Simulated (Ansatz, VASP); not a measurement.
## PC2: VASP beside Ansatz

File INCAR:

```
SYSTEM = PC2
PREC = Accurate
ENCUT = 600
EDIFF = 1E-6
ISMEAR = 0
SIGMA = 0.1
LREAL = .FALSE.
LASPH = .TRUE.
NELM = 60
ALGO = Normal
ISIF = 3
LWAVE = .FALSE.
LCHARG = .FALSE.
GGA = PE
IBRION = 2
NSW = 100
EDIFFG = -0.01
```

File KPOINTS:

```
Automatic mesh
0
G
  15 15 6
  0 0 0
```

POSCAR

```
PC2
1.0
    2.8516016523      0.0000000000      0.0000000000
   -1.4258008261      2.4695594723      0.0000000000
    0.0000000000      0.0000000000      7.0327964061
P C
2 4
Direct
    0.0000000000      0.0000000000      0.5000000000
    0.0000000000      0.0000000000      0.0000000000
    0.6666666667      0.3333333333      0.3508700061
    0.3333333333      0.6666666667      0.6491299939
    0.3333333333      0.6666666667      0.8508700061
    0.6666666667      0.3333333333      0.1491299939
```

Input for Ansatz:

```yaml
crystal:
  lattice:
    - [2.8516016523, 0.0, 0.0]
    - [-1.4258008261, 2.4695594723, 0.0]
    - [0.0, 0.0, 7.0327964061]
  atoms:
    - { symbol: P, position: [0.0, 0.0, 0.5] }
    - { symbol: P, position: [0.0, 0.0, 0.0] }
    - { symbol: C, position: [0.6666666667, 0.3333333333, 0.3508700061] }
    - { symbol: C, position: [0.3333333333, 0.6666666667, 0.6491299939] }
    - { symbol: C, position: [0.3333333333, 0.6666666667, 0.8508700061] }
    - { symbol: C, position: [0.6666666667, 0.3333333333, 0.1491299939] }
basis:
  ecutwfc: 420
kpoints:
  mp_grid: { grid: [15, 15, 6] }
hamiltonian:
  xc: pbe
scf:
  occupations: { method: gaussian, width: 0.1 }
output:
  forces: true
  stress: true
  eigenvalues: true
  write_density: true
  write_potential: true
  elf: true
  volumetric_format: npy
relax:
  adjacent_minimum: "off"
  f_tol: 0.01
  max_steps: 80
  cell: { stress_tol: 0.05 }
```

Alike in both runs: task relaxation of cell and atoms; functional PBE; k mesh 15 × 15 × 6; occupations gaussian, width 0.1 eV; no spin polarisation.

|  | VASP | Ansatz |
| --- | --- | --- |
| version | VASP 6.6.1 | Ansatz 0.2.0 |
| potentials or method | VASP PAW PBE potentials, release 64 (P, C) | scalar-relativistic, plane waves, PAW |
| plane-wave cutoff (eV) | 600 | 420 |
| valence electrons in the cell | 26 | 26 |

Ansatz gave:

* gap on the k mesh at the Fermi level, each at its own relaxed structure (eV): none
* relaxed volume (Å³/atom): 8.25
* relaxed cell length with the largest relative difference (Å): 2.852

Task: Which values does VASP return?

Result: gap on the k mesh at the Fermi level, each at its own relaxed structure (eV): none; relaxed volume (Å³/atom): 8.24; relaxed cell length with the largest relative difference (Å): 2.850.

A gap of «none» marks a metal or a gap that the smearing closes.
